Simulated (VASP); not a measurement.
Method: HSE06 screened hybrid, VASP's PBE PAW potentials (set 64) (plane waves; VASP 6.6.1).

Input for VASP

**KPOINTS**
```
K-points
0
gamma
 2 2 2
0 0 0
```

**POSCAR**
```
PbS
1
    0.0000000000     2.9700000000     2.9700000000
    2.9700000000     0.0000000000     2.9700000000
    2.9700000000     2.9700000000     0.0000000000
Pb S
1 1
Direct
  0.0000000000   0.0000000000   0.0000000000
  0.5000000000   0.5000000000   0.5000000000
```

### INCAR
```
AEXX = 0.25
ALGO = Normal
EDIFF = 1E-6
ENCUT = 400
GGA = PE
HFSCREEN = 0.2
ISIF = 2
ISMEAR = 0
ISYM = 3
LASPH = .TRUE.
LCHARG = .FALSE.
LHFCALC = .TRUE.
LMAXMIX = 4
LREAL = .FALSE.
LWAVE = .FALSE.
NELM = 100
PREC = Accurate
PRECFOCK = Fast
SIGMA = 0.05
SYSTEM = PbS
```

POTCAR, in this order: Pb_d S (PBE.64 set). Program: vasp_std.

Output of the run:

File OSZICAR:
```
       N       E                     dE             d eps       ncg     rms          rms(c)
DAV:   1    -0.254704093622E+04   -0.25470E+04   -0.89089E+03    84   0.134E+03
DAV:   2    -0.268691713077E+04   -0.13988E+03   -0.13740E+03    96   0.334E+02
DAV:   3    -0.269950562503E+04   -0.12588E+02   -0.12570E+02   102   0.102E+02
DAV:   4    -0.270030509335E+04   -0.79947E+00   -0.79942E+00    96   0.230E+01
DAV:   5    -0.103229800619E+02    0.26900E+04   -0.11105E+01    90   0.604E+01    0.516E+00
DAV:   6    -0.925824062718E+01    0.10647E+01   -0.27596E+00   110   0.131E+01    0.408E+00
DAV:   7    -0.927702442261E+01   -0.18784E-01   -0.88800E-01   118   0.497E+00    0.370E+00
DAV:   8    -0.929360043085E+01   -0.16576E-01   -0.48690E-02   108   0.151E+00    0.231E+00
DAV:   9    -0.928998643418E+01    0.36140E-02   -0.36782E-03   108   0.641E-01    0.120E+00
DAV:  10    -0.928947189940E+01    0.51453E-03   -0.27029E-03    84   0.381E-01    0.505E-01
DAV:  11    -0.928960429339E+01   -0.13239E-03   -0.47512E-04   102   0.175E-01    0.209E-01
DAV:  12    -0.928970335334E+01   -0.99060E-04   -0.13549E-04    90   0.106E-01    0.101E-01
DAV:  13    -0.928977613902E+01   -0.72786E-04   -0.69778E-05   108   0.736E-02    0.605E-02
DAV:  14    -0.928982129540E+01   -0.45156E-04   -0.26821E-05    84   0.473E-02    0.436E-02
DAV:  15    -0.928984553810E+01   -0.24243E-04   -0.10371E-05    90   0.297E-02    0.334E-02
DAV:  16    -0.928985795196E+01   -0.12414E-04   -0.45097E-06    90   0.190E-02    0.256E-02
DAV:  17    -0.928986413072E+01   -0.61788E-05   -0.19948E-06    76   0.124E-02    0.183E-02
DAV:  18    -0.928986707543E+01   -0.29447E-05   -0.97374E-07    68   0.845E-03    0.137E-02
DAV:  19    -0.928986850096E+01   -0.14255E-05   -0.45105E-07    60   0.552E-03    0.960E-03
DAV:  20    -0.928986918740E+01   -0.68645E-06   -0.21821E-07    54   0.381E-03
   1 F= -.92898692E+01 E0= -.92898692E+01  d E =-.105788E-16
```

OUTCAR:
```
------------------------ aborting loop because EDIFF is reached ----------------------------------------
  FORCE on cell =-STRESS in cart. coord.  units (eV):
  Direction    XX          YY          ZZ          XY          YZ          ZX
  --------------------------------------------------------------------------------------
  Total        2.7268237      2.7268237      2.7268237      0.0000000      0.0000000     -0.0000000
  in kB       83.3812299     83.3812299     83.3812299      0.0000000      0.0000000     -0.0000000
  external PRESSURE =      83.3812299 kB  Pullay stress =       0.0000000 kB
  volume of cell :       52.40
      direct lattice vectors                 reciprocal lattice vectors
     0.000000000  2.970000000  2.970000000    -0.168350168  0.168350168  0.168350168
     2.970000000  0.000000000  2.970000000     0.168350168 -0.168350168  0.168350168
     2.970000000  2.970000000  0.000000000     0.168350168  0.168350168 -0.168350168
  FREE ENERGIE OF THE ION-ELECTRON SYSTEM (eV)
  ---------------------------------------------------
  free  energy   TOTEN  =        -9.2898691874 eV

  energy  without entropy=       -9.2898691874  energy(sigma->0) =       -9.28986919

  exchange ACFDT corr.  =         0.00000000  see jH, gK, PRB 81, 115126
```
(Selected blocks of OUTCAR.)

### OUTCAR
```
 val. band max:        5.6052623785   @ k =   0.5000   0.0000   0.0000

 cond. band min:       6.5305706749   @ k =   0.5000   0.0000   0.0000


 Fermi energy:         5.9003320232

 k-point     1 :       0.0000    0.0000    0.0000
  band No.  band energies     occupation
      1     -13.2922      2.00000
      2     -13.2922      2.00000
      3     -13.2922      2.00000
      4     -13.2792      2.00000
      5     -13.2792      2.00000
      6      -9.2516      2.00000
      7      -0.8532      2.00000
      8       3.2436      2.00000
      9       3.2436      2.00000
     10       3.2436      2.00000
     11      11.5641      0.00000
     12      11.5641      0.00000
     13      11.5641      0.00000
     14      13.0869      0.00000

 k-point     2 :       0.5000    0.0000    0.0000
  band No.  band energies     occupation
      1     -13.3158      2.00000
      2     -13.3158      2.00000
      3     -13.2892      2.00000
      4     -13.2466      2.00000
      5     -13.2466      2.00000
      6      -7.8066      2.00000
      7      -4.1622      2.00000
      8       3.6727      2.00000
      9       3.6727      2.00000
     10       5.6053      2.00000
     11       6.5306      0.00000
     12       8.0931      0.00000
     13       8.0931      0.00000
     14      15.1444      0.00000

 k-point     3 :       0.5000    0.5000    0.0000
  band No.  band energies     occupation
      1     -13.4271      2.00000
      2     -13.3153      2.00000
      3     -13.2550      2.00000
      4     -13.2336      2.00000
      5     -13.2336      2.00000
      6      -7.3547      2.00000
      7      -2.2989      2.00000
      8      -0.0762      2.00000
      9       1.8339      2.00000
     10       1.8339      2.00000
     11      10.0443      0.00000
     12      12.2090      0.00000
     13      12.2090      0.00000
     14      12.2517      0.00000
```

Unless said otherwise, spin-orbit coupling is left out, though it shifts the bands of the heavy elements here.

The compound is PbS in the rock salt structure. The cell was not relaxed at this level. The k-mesh is coarse (spacing up to 0.92 per Å, 2π included), so the numbers may not be converged in it.
